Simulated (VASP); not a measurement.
Rb (bcc): the cohesive energy from VASP (plane waves, PAW) at several levels of theory. Atoms are spin-polarised in a large box without symmetry, with the spin fixed by Hund's rule, and may not be in the lowest state of each functional; no zero-point energy is added.

| level | cohesive energy (eV/atom) | error against measurement |
|---|---|---|
| LDA | 0.91 | +6.4 % |
| PBE | 0.76 | -11.4 % |
| PBEsol | 0.83 | -3.8 % |
| revPBE | 0.66 | -22.7 % |
| SCAN | 0.75 | -12.5 % |
| r2SCAN | 0.74 | -14.1 % |

Measured: 0.86 eV/atom at 0 K (as given by Daniel Mejia-Rodriguez et al., Physical Review B (2018), arXiv:1807.09216; static lattice: zero-point vibration energy added).

The cell of the LDA run:

```yaml
crystal:
  lattice:
    - [-2.69195, 2.69195, 2.69195]
    - [2.69195, -2.69195, 2.69195]
    - [2.69195, 2.69195, -2.69195]
  atoms:
    - { symbol: Rb, position: [0.00000, 0.00000, 0.00000] }
```

Only levels that ran to the end are used. Left out are those held back, those with too coarse a band path, GW runs whose mesh misses a band edge, hybrids' fits of cells that aren't cubic and levels without matching references; a question may draw on a part of the rest.

The compound is Rb in the bcc structure.
